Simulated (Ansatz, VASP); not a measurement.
**AlP3O6: VASP beside Ansatz**

INCAR

```
SYSTEM = AlP3O6
  PREC = Accurate
  ENCUT = 520
  EDIFF = 1E-7
  ISMEAR = 0
  SIGMA = 0.1
  LREAL = .FALSE.
  LASPH = .TRUE.
  NELM = 100
  ALGO = Normal
  ISIF = 2
  LWAVE = .FALSE.
  LCHARG = .TRUE.
  GGA = PE
  LELF = .TRUE.
  LVHAR = .TRUE.
  NBANDS = 38
```

The input KPOINTS:

```
regular mesh
0
G
  10 10 10
  0 0 0
```

The input POSCAR:

```
AlP3O6
1.0
    0.0000000000      3.5969132945      3.5969132945
    3.5969132945      0.0000000000      3.5969132945
    3.5969132945      3.5969132945      0.0000000000
Al P O
1 3 6
Direct
    0.0000000000      0.0000000000      0.0000000000
    0.2500000000      0.2500000000      0.2500000000
    0.7500000000      0.7500000000      0.7500000000
    0.5000000000      0.5000000000      0.5000000000
    0.7379917865      0.2620082135      0.2620082135
    0.2620082135      0.7379917865      0.7379917865
    0.2620082135      0.7379917865      0.2620082135
    0.7379917865      0.2620082135      0.7379917865
    0.2620082135      0.2620082135      0.7379917865
    0.7379917865      0.7379917865      0.2620082135
```

Input for Ansatz:

```yaml
crystal:
  lattice:
    - [0.0, 3.5969132945, 3.5969132945]
    - [3.5969132945, 0.0, 3.5969132945]
    - [3.5969132945, 3.5969132945, 0.0]
  atoms:
    - { symbol: Al, position: [0.0, 0.0, 0.0] }
    - { symbol: P, position: [0.25, 0.25, 0.25] }
    - { symbol: P, position: [0.75, 0.75, 0.75] }
    - { symbol: P, position: [0.5, 0.5, 0.5] }
    - { symbol: O, position: [0.7379917865, 0.2620082135, 0.2620082135] }
    - { symbol: O, position: [0.2620082135, 0.7379917865, 0.7379917865] }
    - { symbol: O, position: [0.2620082135, 0.7379917865, 0.2620082135] }
    - { symbol: O, position: [0.7379917865, 0.2620082135, 0.7379917865] }
    - { symbol: O, position: [0.2620082135, 0.2620082135, 0.7379917865] }
    - { symbol: O, position: [0.7379917865, 0.7379917865, 0.2620082135] }
basis:
  ecutwfc: 420
kpoints:
  mp_grid: { grid: [10, 10, 10] }
  band_path:
    path:
      - [[0.0, 0.0, 0.0], [0.5, 0.0, 0.5], [0.625, 0.25, 0.625]]
      - [[0.375, 0.375, 0.75], [0.0, 0.0, 0.0], [0.5, 0.5, 0.5], [0.5, 0.25, 0.75], [0.5, 0.0, 0.5]]
    npoints: 14
hamiltonian:
  xc: pbe
scf:
  occupations: { method: gaussian, width: 0.1 }
  n_extra_bands: 25
output:
  forces: true
  stress: true
  eigenvalues: true
  populations: true
  dos: { projected: true, de: 0.02, nscf_kmesh: { grid: [12, 12, 12] } }
  bader: true
  write_density: true
  write_potential: true
  elf: true
  volumetric_format: npy
```

The cell was built by a generator and needn't be a form met in nature.

Alike in both runs: task single point; functional PBE; k mesh 10 × 10 × 10; occupations gaussian, width 0.1 eV; no spin polarisation.

|  | VASP | Ansatz |
| --- | --- | --- |
| version | VASP 6.6.1 | Ansatz 0.2.0 |
| potentials or method | VASP PAW PBE potentials, release 64 (Al, P, O) | scalar-relativistic, plane waves, PAW |
| plane-wave cutoff (eV) | 520 | 420 |
| valence electrons in the cell | 54 | 54 |

Ansatz gave:

```
gap on the k mesh at the Fermi level (eV) : none
pressure (GPa)                            : 0.0
```

What did VASP give for the same quantities?

gap on the k mesh at the Fermi level (eV): none; pressure (GPa): -0.4.

A gap of «none» marks a metal or a gap that the smearing closes. The functional is the same, so the differences come from potentials, cutoffs and numerics.
